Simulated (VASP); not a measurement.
Method: vdW-DF-cx, VASP's PBE PAW potentials (set 64) (plane waves; VASP).

A VASP calculation is set up with these files.

File KPOINTS:
```
k-points along high-symmetry lines
10
Line-mode
Reciprocal
  0.000000   0.000000   0.000000 ! GAMMA
  0.000000   0.500000   0.000000 ! M

  0.000000   0.500000   0.000000 ! M
 -0.333333   0.666667   0.000000 ! K

 -0.333333   0.666667   0.000000 ! K
  0.000000   0.000000   0.000000 ! GAMMA

  0.000000   0.000000   0.000000 ! GAMMA
  0.000000   0.000000   0.500000 ! A

  0.000000   0.000000   0.500000 ! A
  0.000000   0.500000   0.500000 ! L

  0.000000   0.500000   0.500000 ! L
 -0.333333   0.666667   0.500000 ! H

 -0.333333   0.666667   0.500000 ! H
  0.000000   0.000000   0.500000 ! A

  0.000000   0.500000   0.500000 ! L
  0.000000   0.500000   0.000000 ! M

 -0.333333   0.666667   0.500000 ! H
 -0.333333   0.666667   0.000000 ! K
```

INCAR:
```
! general
SYSTEM  =WS2
PREC    =Accurate
ENCUT   =520
LREAL   =.FALSE.   ! projection in real space or not
LASPH   =.TRUE.   ! aspherical one-centre terms
ICHARG  =11

! electronic loop
EDIFF   =1E-7   ! SCF stop (eV)
NELM    =100   ! most electronic steps
ALGO    =Normal   ! blocked Davidson
LMAXMIX =6

! smearing
ISMEAR  =0
SIGMA   =0.05

! functional
GGA     =CX
LUSE_VDW=.TRUE.
AGGAC   =0.0

! output
LWAVE   =.FALSE.
LCHARG  =.FALSE.
LORBIT  =11   ! lm-projected
```

### POSCAR
```
WS2
1.0
  1.5766592488  -2.7308539033   0.0000000000
  1.5766592488   2.7308539033   0.0000000000
  0.0000000000   0.0000000000  12.3542286919
W S
2 4
direct
  0.3333330000   0.6666670000   0.2500000000
  0.6666670000   0.3333330000   0.7500000000
  0.3333330000   0.6666670000   0.8777013686
  0.6666670000   0.3333330000   0.3777013686
  0.6666670000   0.3333330000   0.1222986314
  0.3333330000   0.6666670000   0.6222986314
```

POTCAR, in this order: W_sv S (PBE.64 set). Program: vasp_std. Read from the step before: CHGCAR.

Problem. What will the output report for the number of irreducible k-points (NKPTS), largest plane-wave count, number of space-group operations, FFT grid (NGX, NGY, NGZ)?

Solution. 
```json
{
 "number of irreducible k-points (NKPTS)": "90",
 "largest_plane_wave_count": "2888",
 "number_of_space_group_operations": "24",
 "FFT grid (NGX, NGY, NGZ)": "24 × 24 × 96"
}
```

The compound is WS2 in the 2H layered structure. It was relaxed first.
